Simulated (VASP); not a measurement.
Input:

```
Ta2N
1.0
    3.11286     0.00000     0.00000
   -1.55643     2.69582     0.00000
    0.00000     0.00000    22.49930
Ta N
4 2
Direct
  0.66884   0.32198   0.41744
  0.33227   0.66768   0.31227
  0.66020   0.33771   0.63387
  0.33462   0.66729   0.52581
  0.98684   0.99783   0.47335
  0.01723   0.00751   0.68832
```

All values below come from LDA (Ceperley-Alder, Perdew-Zunger), VASP's LDA PAW potentials (set 64) (plane waves; VASP). Numerical set-up: EDIFF = 1E-03, 280 eV cut-off, 8×8×1 Γ-centred mesh, Fermi-Dirac smearing of 0.20 eV, potentials Ta_pv N.

The cell holds a wide vacuum, so values per volume refer to the whole cell.

Task: The ions are relaxed. What does this cell relax into?

Result: 
```
Ta2N
1.0
    3.11286     0.00000     0.00000
   -1.55643     2.69582     0.00000
    0.00000     0.00000    22.49930
Ta N
4 2
Direct
  0.66541   0.32878   0.42122
  0.33114   0.66981   0.31934
  0.66948   0.33655   0.63612
  0.33253   0.66442   0.52739
  0.99901   0.99753   0.47398
  0.00243   0.00289   0.67301
```

Task: How much energy does the relaxation gain?

Result: The energy (σ→0) changes by -210.1 meV/atom, in 34 ionic steps.

The cell is a sheet with vacuum, built from a database entry that may be metastable or hypothetical.
